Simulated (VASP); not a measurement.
# LaHg2B2 (P1) in VASP: density of states with PBE

Aim: the density of states of LaHg2B2 with PBE.

Program: VASP 6.6.1. These are calculated values, not measurements. Logs are shortened: lines on timing, memory, paths and dates and some standing lists are left out, and cuts for length are marked.

### 1 Starting point

The typed cell holds 5 atoms: a = 4.189 Å, b = 4.184 Å, c = 5.944 Å, α = 69.29°, β = 69.04°, γ = 89.78°.

The cell was built by a generator and needn't be a form met in nature.

### 2 Density of states, PBE

Input file POSCAR:

```
LaHg2B2
1.0
    0.0081270000      4.1889910000     -0.0096020000
    4.1835160000      0.0081270000     -0.0008350000
    2.0968560000      2.1104520000     -5.1456350000
Hg B La
2 2 1
Direct
    0.7626700000      0.2363230000      0.4974360000
    0.2386080000      0.7414600000      0.5002700000
    0.3709250000      0.3788610000      0.2389440000
    0.6181100000      0.6277150000      0.7575360000
    0.0083310000      0.0027200000      0.0013660000
```

Input file INCAR.step1:

```
PREC = Accurate ; ENCUT = 520
EDIFF = 1E-6 ; ISMEAR = -1
SIGMA = 0.1 ; LREAL = False
LASPH = True ; NELM = 80
ALGO = Fast ; ISIF = 2
LWAVE = False ; LCHARG = True
LMAXMIX = 6 ; GGA = PE
NBANDS = 28
```

Input file KPOINTS.step1:

```
Automatic mesh
0
Gamma
  5 5 4
  0.5 0.5 0
```

Input file INCAR.step2:

```
PREC = Accurate ; ENCUT = 520
EDIFF = 1E-6 ; ISMEAR = -5
SIGMA = 0.1 ; LREAL = False
LASPH = True ; NELM = 80
ALGO = Fast ; ISIF = 2
LWAVE = False ; LCHARG = False
LMAXMIX = 6 ; GGA = PE
LORBIT = 11 ; NBANDS = 28
NEDOS = 2001 ; ICHARG = 11
```

Input file KPOINTS.step2:

```
regular mesh
0
Gamma
  8 8 6
```

Potentials or basis: VASP PAW PBE potentials, release 64 (Hg, B, La).

Run with:

```console
$ cat potpaw_PBE.64/Hg/POTCAR potpaw_PBE.64/B/POTCAR potpaw_PBE.64/La/POTCAR > POTCAR
$ cp INCAR.step1 INCAR
$ cp KPOINTS.step1 KPOINTS
$ mpirun -np 1 vasp_std > vasp.out
$ cp INCAR.step2 INCAR
$ cp KPOINTS.step2 KPOINTS
$ mpirun -np 1 vasp_std > vasp.out
```

OUTCAR:

```text
PREC = Accurate
   ENCUT = 520
   EDIFF = 1E-6
   ISMEAR = -5
   LREAL = False
   LASPH = True
   NELM = 80
   ISIF = 2
   GGA = PE
   LORBIT = 11
   ICHARG = 11

 ion  position               nearest neighbor table
   1  0.763  0.236  0.497-   3 2.40   4 2.41   4 2.56   3 2.56   2 2.87   2 2.92   2 3.01   2 3.04
                             5 3.25   5 3.33   5 3.33   5 3.35
   2  0.239  0.741  0.500-   4 2.44   3 2.46   3 2.51   4 2.51   1 2.87   1 2.92   1 3.01   1 3.04
                             5 3.27   5 3.29   5 3.35   5 3.36
   3  0.371  0.379  0.239-   1 2.40   2 2.46   2 2.51   1 2.56
   4  0.618  0.628  0.758-   1 2.41   2 2.44   2 2.51   1 2.56
   5  0.008  0.003  0.001-   1 3.25   2 3.27   2 3.29   1 3.33   1 3.33   1 3.35   2 3.35   2 3.36

  LATTYP: Found a triclinic cell.
 ALAT       =     9.3789814892
 B/A-ratio  =     1.0939391491
 C/A-ratio  =     0.8950407527
 COS(alpha) =     0.0005995717
 COS(beta)  =     0.5605509479
 COS(gamma) =     0.8209128892

  Lattice vectors:

 A1 = (  -4.1997700000,  -8.3861090000,   0.0200390000)
 A2 = (  -6.2864300000,  -6.2837840000,  -5.1247610000)
 A3 = (   2.0785330000,  -6.2913160000,   5.1544020000)

Analysis of symmetry for initial positions (statically):
=====================================================================
 Subroutine PRICEL returns:
 Original cell was already a primitive cell.

 Routine SETGRP: Setting up the symmetry group for a
 triclinic supercell.

 Subroutine GETGRP returns: Found  1 space group operations
 (whereof  1 operations were pure point group operations)
 out of a pool of  2 trial point group operations.

The static configuration has the point symmetry C_1 .

Analysis of symmetry for dynamics (positions and initial velocities):
=====================================================================
 Subroutine PRICEL returns:
 Original cell was already a primitive cell.

 Routine SETGRP: Setting up the symmetry group for a
 triclinic supercell.

 Subroutine GETGRP returns: Found  1 space group operations
 (whereof  1 operations were pure point group operations)
 out of a pool of  2 trial point group operations.

The dynamic configuration has the point symmetry C_1 .

 Subroutine INISYM returns: Found  1 space group operations
 (whereof  1 operations are pure point group operations),
 and found     1 'primitive' translations

----------------------------------------------------------------------------------------

                                     Primitive cell

  volume of cell :      90.0835

  direct lattice vectors                    reciprocal lattice vectors
     0.008127000  4.188991000 -0.009602000    -0.000444658  0.238946059  0.097821125
     4.183516000  0.008127000 -0.000835000     0.239053278 -0.000240716  0.097315935
     2.096856000  2.110452000 -5.145635000    -0.000037962 -0.000445846 -0.194537805

  length of vectors
     4.189009888  4.183523977  5.943767516     0.258194480  0.258102536  0.194538319

  position of ions in fractional coordinates (direct lattice)
     0.762670000  0.236323000  0.497436000
     0.238608000  0.741460000  0.500270000
     0.370925000  0.378861000  0.238944000
     0.618110000  0.627715000  0.757536000
     0.008331000  0.002720000  0.001366000

  ion indices of the primitive-cell ions
   primitive index   ion index
                 1           1
                 2           2
                 3           3
                 4           4
                 5           5

----------------------------------------------------------------------------------------

 KPOINTS: regular mesh

Automatic generation of k-mesh.
 Grid dimensions read from file:
 generate k-points for:    8    8    6

 Generating k-lattice:

  Cartesian coordinates                     Fractional coordinates (reciprocal lattice)
    -0.000055582  0.029868257  0.012227641     0.125000000 -0.000000000  0.000000000
     0.029881660 -0.000030090  0.012164492     0.000000000  0.125000000  0.000000000
    -0.000006327 -0.000074308 -0.032422967     0.000000000  0.000000000  0.166666667

  Length of vectors
     0.032274310  0.032262817  0.032423053

  Shift w.r.t. Gamma in fractional coordinates (k-lattice)
     0.000000000  0.000000000  0.000000000

 TETIRR: Found   1152 inequivalent tetrahedra from     2304

 Subroutine IBZKPT returns following result:
 ===========================================

 Found    196 irreducible k-points:

 Following reciprocal coordinates:
            Coordinates               Weight
  0.000000  0.000000  0.000000      1.000000
  0.125000  0.000000 -0.000000      2.000000
  0.250000  0.000000 -0.000000      2.000000
  0.375000  0.000000 -0.000000      2.000000
  0.500000  0.000000 -0.000000      1.000000
 -0.000000  0.125000  0.000000      2.000000
[... 16 lines left out ...]
  0.125000  0.375000  0.000000      2.000000
  0.250000  0.375000  0.000000      2.000000
 [... further k-points ...]
   k-points           NKPTS =    196   k-points in BZ     NKDIM =    196   number of bands    NBANDS=     28
   number of dos      NEDOS =   2001   number of ions     NIONS =      5
   total plane-waves  NPLWV =  49152
   dimension x,y,z NGX =    32 NGY =   32 NGZ =   48
   dimension x,y,z NGXF=    64 NGYF=   64 NGZF=   96
   ions per type =               2   2   1
   NGX,Y,Z   is equivalent  to a cutoff of  12.70, 12.72, 13.43 a.u.
   NGXF,Y,Z  is equivalent  to a cutoff of  25.40, 25.43, 26.85 a.u.
 SYSTEM =  unknown system
   PREC   = accura    normal or accurate (medium, high low for compatibility)
   ISTART =      0    job   : 0-new  1-cont  2-samecut
   ICHARG =     11    charge: 1-file 2-atom 10-const
   ISPIN  =      1    spin polarized calculation?
   LNONCOLLINEAR =      F non collinear calculations
   LSORBIT =      F    spin-orbit coupling
   LASPH  =      T    aspherical Exc in radial PAW
   ENCUT  =  520.0 eV  38.22 Ry    6.18 a.u.   7.79  7.78 11.05*2*pi/ulx,y,z
   NELM   =     80;   NELMIN=  2; NELMDL=  0     # of ELM steps
   EDIFF  = 0.1E-05   stopping-criterion for ELM
   LREAL  =      F    real-space projection
   EDIFFG = 0.1E-04   stopping-criterion for IOM
   NSW    =      0    number of steps for IOM
   IBRION =     -1    ionic relax: 0-MD 1-quasi-New 2-CG
   NFREE  =      0    steps in history (QN), initial steepest desc. (CG)
   ISIF   =      2    stress and relaxation
   ISYM   =      2    0-nonsym 1-usesym 2-fastsym
   POTIM  = 0.5000    time-step for ionic-motion
   TEBEG  =    0.0;   TEEND  =   0.0 temperature during run
   PSTRESS=    0.0 pullay stress
   NELECT =      41.0000    total number of electrons
   NUPDOWN=      -1.0000    fix difference up-down
   EMIN   =  10.00;   EMAX   =-10.00  energy-range for DOS
   EFERMI =   0.00;   METHOD = LEGACY
   ISMEAR =    -5;   SIGMA  =   0.10  broadening in eV -4-tet -1-fermi 0-gaus
   EFERMI_NEDOS =   21; number of points for ismear=-14 and -15
   IALGO  =     68    algorithm
   IMIX   =      4    mixing-type and parameters
     AMIX     =   0.40;   BMIX     =  1.00
     AMIX_MAG =   1.60;   BMIX_MAG =  1.00
  volume/ion in A,a.u.               =      18.02       121.58
  Fermi-wavevector in a.u.,A,eV,Ry     =   1.259276  2.379687 21.575805  1.585777
  Thomas-Fermi vector in A             =   2.392844
   LORBIT       =     11    0 simple, 1 ext, 2 COOP (PROOUT), +10 PAW based schemes
   GGA     = PE    functional components
   LHFCALC =     F    Hartree Fock is set to
   AEXX    =    0.0000 exact exchange contribution
   IVDW    =     0    specifies the selected vdW correction
   LEPSILON=     F    determine dielectric tensor
   LRPA    =     F    only Hartree local field effects (RPA)
 non-spin polarized calculation
 RMM-DIIS sequential band-by-band and
 Fermi weights with tetrahedron method with Bloechl corrections
  energy-cutoff  :      520.00
  volume of cell :       90.08
 maximum number of plane-waves:      2442

 number of electron      40.9999999 magnetization

 Free energy of the ion-electron system (eV)
  ---------------------------------------------------
  ext. energy  EPLUGINS =         0.00000000
  ---------------------------------------------------
  free energy    TOTEN  =       -16.28190082 eV

  energy without entropy =      -16.28190082  energy(sigma->0) =      -16.28190082

 E-fermi :   6.1937     XC(G=0): -11.1038

 val. band max:        6.3404994254   @ k =  -0.0000   0.5000   0.5000
 cond. band min:       6.1598263944   @ k =  -0.1250   0.1250   0.0000
 fundamental gap:     -0.1806730310
 Fermi energy:         6.1937315429

 k-point     1 :       0.0000    0.0000    0.0000
  band No.  band energies     occupation
      1     -26.4197      2.00000
      2     -10.3693      2.00000
      3      -9.9848      2.00000
      4      -9.9808      2.00000
      5      -4.6123      2.00000
      6      -3.4493      2.00000
[... 20 lines left out ...]
     27       8.4341      0.00000
     28       8.9668      0.00000

 k-point     2 :       0.1250    0.0000   -0.0000
  band No.  band energies     occupation
      1     -26.4169      2.00000
      2     -10.3694      2.00000
      3     -10.0376      2.00000
      4      -9.9767      2.00000
      5      -4.4282      2.00000
      6      -3.3792      2.00000
[... 20 lines left out ...]
     27       8.4327      0.00000
     28       8.7583      0.00000

 k-point     3 :       0.2500    0.0000   -0.0000
  band No.  band energies     occupation
      1     -26.4102      2.00000
      2     -10.3685      2.00000
      3     -10.1648      2.00000
      4      -9.9606      2.00000
      5      -3.9386      2.00000
      6      -3.1934      2.00000
[... 616 lines left out ...]
      3     -10.2762      2.00000
      4      -9.9907      2.00000
      5      -3.2817      2.00000
      6      -2.9698      2.00000
[... 20 lines left out ...]
     27       8.4208      0.00000
     28       8.4919      0.00000

 k-point    24 :       0.2500    0.3750    0.0000
  band No.  band energies     occupation
      1     -26.3939      2.00000
      2     -10.3546      2.00000
      3     -10.2512      2.00000
      4     -10.1067      2.00000
      5      -3.1951      2.00000
      6      -2.9249      2.00000
[... 20 lines left out ...]
     27       8.4774      0.00000
     28       8.5266      0.00000

 [... further k-points ...]
[... 5 lines left out ...]
  --------------------------------------------------------------------------------------
  -------------------------------------------------------------------------------------
  Total        0.7011467      0.4962394     -1.9544047     -0.1382523      0.1310286      0.0156660
  in kB       12.4702235      8.8258508    -34.7600084     -2.4588821      2.3304057      0.2786271
  external PRESSURE =      -4.4879780 kB  Pullay stress =       0.0000000 kB

 VOLUME and BASIS-vectors are now :
 -----------------------------------------------------------------------------
  energy-cutoff  :      520.00
  volume of cell :       90.08
      direct lattice vectors                 reciprocal lattice vectors
     0.008127000  4.188991000 -0.009602000    -0.000444658  0.238946059  0.097821125
     4.183516000  0.008127000 -0.000835000     0.239053278 -0.000240716  0.097315935
     2.096856000  2.110452000 -5.145635000    -0.000037962 -0.000445846 -0.194537805

 POSITION                                       TOTAL-FORCE (eV/Angst)
 -----------------------------------------------------------------------------------
      2.03791      4.24655     -2.56714         0.425333     -0.661870     -0.082156
      4.15284      2.06135     -2.57712        -0.087979      0.680962     -0.032533
      2.08902      2.06116     -1.23340         0.037975      0.280714      1.862852
      4.21952      4.19310     -3.90446        -0.212078     -0.193015     -1.866239
      0.01431      0.03780     -0.00711        -0.163251     -0.106791      0.118075
 -----------------------------------------------------------------------------------
    total drift:                               -0.000959      0.002605      0.001062

  FREE ENERGIE OF THE ION-ELECTRON SYSTEM (eV)
  ---------------------------------------------------
  free  energy   TOTEN  =       -16.2819008178 eV

  energy  without entropy=      -16.2819008178  energy(sigma->0) =      -16.28190082

 total charge

# of ion       s       p       d       f       tot
--------------------------------------------------
    1        0.795   0.625   9.262   0.000  10.682
    2        0.793   0.622   9.261   0.000  10.676
    3        0.672   0.843   0.000   0.000   1.516
    4        0.671   0.844   0.000   0.000   1.515
    5        2.005   5.656   0.690   0.134   8.485
--------------------------------------------------
tot          4.937   8.589  19.213   0.134  32.874
```

It took 29 min on 1 thread of Intel Xeon Platinum 8559C (Emerald Rapids), shared host; peak memory 0.63 GiB.

What came out:

* Valence electrons inside the program's atomic spheres: Hg 10.68; B 1.52, 1.51; La 8.48

Levels at points of the mesh, in eV from the Fermi level:
| k point | band 19 | band 20 | band 21 | band 22 | band 23 | band 24 |
| --- | --- | --- | --- | --- | --- | --- |
| (0.00, 0.00, 0.00) | -2.00 | -0.36 | 0.37 | 0.80 | 0.84 | 2.16 |
| (0.50, 0.00, 0.00) | -0.96 | 0.13 | 0.77 | 0.95 | 1.79 | 1.99 |
| (0.00, 0.50, 0.00) | -0.90 | 0.13 | 0.70 | 0.89 | 1.76 | 1.99 |
| (0.50, 0.50, 0.00) | -2.92 | -2.07 | -1.33 | 1.55 | 1.91 | 2.04 |
| (0.00, 0.00, 0.50) | -0.85 | -0.28 | 1.06 | 1.72 | 1.99 | 2.02 |
| (0.50, 0.00, 0.50) | -0.75 | 0.14 | 0.65 | 0.78 | 1.82 | 1.98 |
| (0.00, 0.50, 0.50) | -0.82 | 0.15 | 0.70 | 0.83 | 1.74 | 1.98 |
| (0.50, 0.50, 0.50) | -2.94 | -2.07 | -1.30 | 1.55 | 1.90 | 2.04 |

States per cell in windows of 1 eV (zero at the Fermi level; states under -8 eV left out):
| from (eV) | total | La5_f | Hg2_d | Hg1_d | La5_d | B3_p | B4_p |
| --- | --- | --- | --- | --- | --- | --- | --- |
| -8.0 | 11.58 | 0.01 | 5.02 | 4.90 | 0.03 | 0.05 | 0.05 |
| -7.0 | 2.07 | 0.00 | 0.70 | 0.70 | 0.01 | 0.01 | 0.01 |
| -6.0 | 1.36 | 0.00 | 0.22 | 0.22 | 0.02 | 0.02 | 0.02 |
| -5.0 | 1.12 | 0.00 | 0.10 | 0.10 | 0.03 | 0.05 | 0.05 |
| -4.0 | 1.37 | 0.01 | 0.11 | 0.11 | 0.04 | 0.07 | 0.07 |
| -3.0 | 1.75 | 0.01 | 0.09 | 0.09 | 0.07 | 0.12 | 0.12 |
| -2.0 | 2.79 | 0.03 | 0.10 | 0.10 | 0.20 | 0.26 | 0.26 |
| -1.0 | 2.20 | 0.07 | 0.08 | 0.08 | 0.25 | 0.20 | 0.20 |
| 0.0 | 1.05 | 0.11 | 0.04 | 0.04 | 0.11 | 0.09 | 0.09 |
| 1.0 | 4.41 | 2.05 | 0.09 | 0.09 | 0.41 | 0.13 | 0.13 |
| 2.0 | 9.49 | 8.35 | 0.04 | 0.04 | 0.18 | 0.05 | 0.05 |
| 3.0 | 0.02 | 0.01 | 0.00 | 0.00 | 0.00 | 0.00 | 0.00 |
| 4.0 | 0.01 | 0.00 | 0.00 | 0.00 | 0.00 | 0.00 | 0.00 |
| 5.0 | 0.00 | 0.00 | 0.00 | 0.00 | 0.00 | 0.00 | 0.00 |
| 6.0 | 0.00 | 0.00 | 0.00 | 0.00 | 0.00 | 0.00 | 0.00 |

Caveat: tetrahedron occupations give inexact forces and stress in metals.
